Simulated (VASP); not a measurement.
Runs of VASP 6.6.1 on HfO2. Symmetry: P4_2/nmc, No. 137, tetragonal system. The conventional cell has a = 3.558 Å, b = 3.558 Å, c = 5.172 Å, α = 90.00°, β = 90.00°, γ = 90.00°. Hf (site symmetry -4m2) has 4 O at 2.05 Å as nearest neighbours. O (site symmetry 2mm) is surrounded by 2 Hf at 2.05 Å. Measurements of this composition are mostly on another form, of space group No. 14.

| task | level | potentials or basis | cell | k mesh | cutoff (eV) | gap on the mesh (eV) |
| --- | --- | --- | --- | --- | --- | --- |
| relaxation of cell and atoms | PBE | VASP PAW PBE potentials, release 64 (Hf_pv, O) | relaxed | 9 × 9 × 6 | 600 | 4.69 |
| band structure | PBE | VASP PAW PBE potentials, release 64 (Hf_pv, O) | P4_2/nmc, 11.21 Å³/atom | 10 × 10 × 8 | 450 | 4.69 |
| band structure | LDA | VASP PAW LDA potentials, release 64 (Hf_pv, O) | P4_2/nmc, 11.21 Å³/atom | 10 × 10 × 8 | 450 | (a) |
| band structure | r2SCAN | VASP PAW PBE potentials, release 64 (Hf_pv, O) | P4_2/nmc, 11.21 Å³/atom | 10 × 10 × 8 | 450 | 5.22 |
| dielectric tensor | PBE | VASP PAW PBE potentials, release 64 (Hf_pv, O) | P4_2/nmc, 11.21 Å³/atom | 9 × 9 × 7 | 450 | 4.69 |

Alike in all rows: no spin polarisation; smearing gaussian 0.02 eV.

Question: Fill in the values left out.

Answer: (a) 4.49.

Caveats: spin-orbit coupling is left out, which moves the levels of the heavy elements; the cutoff is under 1.25 times the usual one of these potentials, so pressure, stress and relaxed cells hold a basis-set (Pulay) error (some runs); an odd mesh through Γ misses points on the zone boundary, where band edges often lie (some runs); the PAW data sets were made with another functional, which shifts forces and pressure a little (some runs).

A k mesh can miss the band edges, and the runs leave out spin-orbit coupling on Hf.
